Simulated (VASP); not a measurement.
Input for VASP

### INCAR
```
SYSTEM  =  Ir
PREC  =  Accurate; ENCUT  =  520; LREAL  =  .FALSE.
LASPH  =  .TRUE.
EDIFF  =  1E-7; NELM  =  100; ALGO  =  Normal
LMAXMIX  =  6
ISMEAR  =  -5
GGA  =  RP
ISIF  =  2
LWAVE  =  .FALSE.; LCHARG  =  .TRUE.; LORBIT  =  11
NEDOS  =  601
```

KPOINTS:
```
Regular mesh
0
G
 18 18 18
0 0 0
```

### POSCAR
```
Ir
1
    0.0000000000     1.9440387097     1.9440387097
    1.9440387097    -0.0000000000     1.9440387097
    1.9440387097     1.9440387097     0.0000000000
Ir
1
Direct
  0.0000000000   0.0000000000   0.0000000000
```

POTCAR, in this order: Ir (PBE.64 set). Program: vasp_std.

**Question.** Write an equivalent input for Ansatz.

**Answer.** One equivalent input (not run):
Ansatz 0.2 input:
```yaml
crystal:
  lattice:
    - [0.0000000, 1.9440387, 1.9440387]
    - [1.9440387, 0.0000000, 1.9440387]
    - [1.9440387, 1.9440387, 0.0000000]
  atoms:
    - { symbol: Ir, position: [0.0000000, 0.0000000, 0.0000000] }
kpoints:
  mp_grid: { grid: [18, 18, 18] }
hamiltonian:
  xc: rpbe
  pseudopotentials: { kind: paw }
scf:
  occupations: { method: tetrahedron }
  max_iter: 100
output: { forces: true, stress: true, eigenvalues: true }
```
What does not carry over: each code has its own PAW files, so the cut-off isn't converted (ENCUT is set for VASP's; basis.ecutwfc is left out, and Ansatz then takes the one that its files recommend); Ansatz stops its SCF on the density residual and VASP on the energy change (EDIFF).

The compound is Ir in the fcc structure. It was relaxed first.
